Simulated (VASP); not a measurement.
OSZICAR of a VASP run on Tc (hcp):

OSZICAR:
```
       N       E                     dE             d eps       ncg     rms          rms(c)
DAV:   1     0.302045533543E+03    0.30205E+03   -0.16135E+04  4096   0.152E+03
DAV:   2    -0.163434150264E+02   -0.31839E+03   -0.31526E+03  4558   0.447E+02
DAV:   3    -0.241211298811E+02   -0.77777E+01   -0.75666E+01  4795   0.808E+01
DAV:   4    -0.241887932556E+02   -0.67663E-01   -0.67477E-01  4484   0.756E+00
DAV:   5    -0.241893938298E+02   -0.60057E-03   -0.60052E-03  4699   0.657E-01    0.262E+01
DAV:   6    -0.227228213599E+02    0.14666E+01   -0.34900E+00  4338   0.185E+01    0.821E+00
DAV:   7    -0.225436721989E+02    0.17915E+00   -0.68085E-01  4637   0.734E+00    0.917E-01
DAV:   8    -0.225322856456E+02    0.11387E-01   -0.12241E-02  4183   0.126E+00    0.352E-01
DAV:   9    -0.225320153996E+02    0.27025E-03   -0.65685E-04  4844   0.213E-01    0.261E-02
DAV:  10    -0.225320176006E+02   -0.22010E-05   -0.29236E-05  4314   0.473E-02    0.121E-02
DAV:  11    -0.225320171277E+02    0.47287E-06   -0.51284E-07  2191   0.801E-03
   1 F= -.22532017E+02 E0= -.22531639E+02  d E =-.225320E+02
```

### Question
Which electronic solver shows in the log?

### Answer
It is blocked Davidson (ALGO = Normal, or the opening steps of other solvers). The INCAR had ALGO = Normal.

### Question
Can the final energy be trusted as converged?

### Answer
Self-consistency was reached. It stopped with EDIFF = 1E-6, NELM = 100, NSW = 60 and EDIFFG = -0.01 after 1 ionic step (PBEsol GGA, plane waves, VASP's PBE PAW potentials (set 64)).

The compound is Tc in the hcp structure. It was relaxed first. The start is the result of an earlier pass.
